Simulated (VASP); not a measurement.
Output of a VASP run:

**OSZICAR**
```
       N       E                     dE             d eps       ncg     rms          rms(c)
DAV:   1     0.794843979101E+02    0.79484E+02   -0.61451E+03   672   0.105E+03
DAV:   2    -0.288666250111E+01   -0.82371E+02   -0.76059E+02   976   0.157E+02
DAV:   3    -0.824181798062E+01   -0.53552E+01   -0.53388E+01   840   0.474E+01
DAV:   4    -0.832768283559E+01   -0.85865E-01   -0.85844E-01   820   0.749E+00
DAV:   5    -0.832961992310E+01   -0.19371E-02   -0.19370E-02   828   0.113E+00    0.531E+00
DAV:   6    -0.823878066419E+01    0.90839E-01   -0.96318E-02   736   0.173E+00    0.336E+00
DAV:   7    -0.821624735744E+01    0.22533E-01   -0.10928E-01   772   0.187E+00    0.543E-01
DAV:   8    -0.821429553416E+01    0.19518E-02   -0.85006E-03   732   0.564E-01    0.200E-01
DAV:   9    -0.821429921207E+01   -0.36779E-05   -0.31405E-04   848   0.139E-01    0.579E-02
DAV:  10    -0.821429748692E+01    0.17252E-05   -0.22453E-05   768   0.335E-02    0.450E-02
DAV:  11    -0.821429872097E+01   -0.12341E-05   -0.55544E-06   776   0.178E-02    0.134E-02
DAV:  12    -0.821429867969E+01    0.41284E-07   -0.35492E-07   500   0.379E-03
   1 F= -.55542036E+01 E0= -.55542036E+01  d E =-.555420E+01
```

**OUTCAR**
```
------------------------ aborting loop because EDIFF is reached ----------------------------------------
  FORCE on cell =-STRESS in cart. coord.  units (eV):
  Direction    XX          YY          ZZ          XY          YZ          ZX
  --------------------------------------------------------------------------------------
  Total        2.6478557      2.6478541      2.6967924     -0.0000000      0.0000000      0.0000000
  in kB       49.7699456     49.7699154     50.6897747     -0.0000000      0.0000000      0.0000000
  external PRESSURE =       0.0765452 kB  Pullay stress =      50.0000000 kB
  volume of cell :       85.24
      direct lattice vectors                 reciprocal lattice vectors
     1.974908058 -3.420640059  0.000000000     0.253176343 -0.146171474  0.000000000
     1.974908058  3.420640059  0.000000000     0.253176343  0.146171474  0.000000000
     0.000000000  0.000000000  6.308897585     0.000000000  0.000000000  0.158506298
 POSITION                                       TOTAL-FORCE (eV/Angst)
 -----------------------------------------------------------------------------------
      0.00000      0.00000      0.00000        -0.000000     -0.000000      0.000000
      1.97491      1.14022      1.66711         0.000000      0.000000      0.003844
      1.97491     -1.14022      4.64179         0.000000      0.000000     -0.003844
 -----------------------------------------------------------------------------------
    total drift:                               -0.000000     -0.000000      0.000000
  FREE ENERGIE OF THE ION-ELECTRON SYSTEM (eV)
  ---------------------------------------------------
  free  energy   TOTEN  =        -8.2142986797 eV

  energy  without entropy=       -8.2142986797  energy(sigma->0) =       -8.21429868
  enthalpy is  TOTEN    =        -5.5542036344 eV   P V=        2.6600950453

 reached required accuracy - stopping structural energy minimisation
```
(Selected blocks of OUTCAR.)

### POSCAR
```
MgI2
1
    1.9749080583    -3.4206400585    -0.0000000000
    1.9749080583     3.4206400585     0.0000000000
    0.0000000000    -0.0000000000     6.3088975855
Mg I
1 2
Direct
  0.0000000000   0.0000000000   0.0000000000
  0.3333330000   0.6666670000   0.2642475395
  0.6666670000   0.3333330000   0.7357524605
```

Q: Reconstruct the remaining input files.

A: Several could match; the one computed here: the input of the run itself, PBEsol GGA, plane waves, VASP's PBE PAW potentials (set 64).

**KPOINTS**
```
Automatic mesh
0
Gamma
7 7 4
0 0 0
```

INCAR:
```
# general
SYSTEM  = MgI2
PREC    = Accurate
ENCUT   = 500   # plane-wave cut-off (eV)
LREAL   = F   # projection in real space or not
LASPH   = T   # aspherical one-centre terms

# electronic loop
EDIFF   = 1E-6   # SCF stop (eV)
NELM    = 100   # most electronic steps
ALGO    = Normal   # blocked Davidson
LMAXMIX = 4

# smearing
ISMEAR  = 0
SIGMA   = 0.05

# functional
GGA     = PS   # PBEsol

# ions
IBRION  = 2
NSW     = 40   # most ionic steps
ISIF    = 3   # ions, shape and volume
EDIFFG  = -0.02
PSTRESS = 50

# output
LWAVE   = F
LCHARG  = F
```

POTCAR, in this order: Mg I (PBE.64 set). Program: vasp_std.

Without a dispersion term in the relaxation, distances and binding between the weakly bound layers, chains or molecules are unreliable, and so is what depends on them.

The compound is MgI2 in the 1T layered structure. It was relaxed first under an external pressure of 5 GPa.
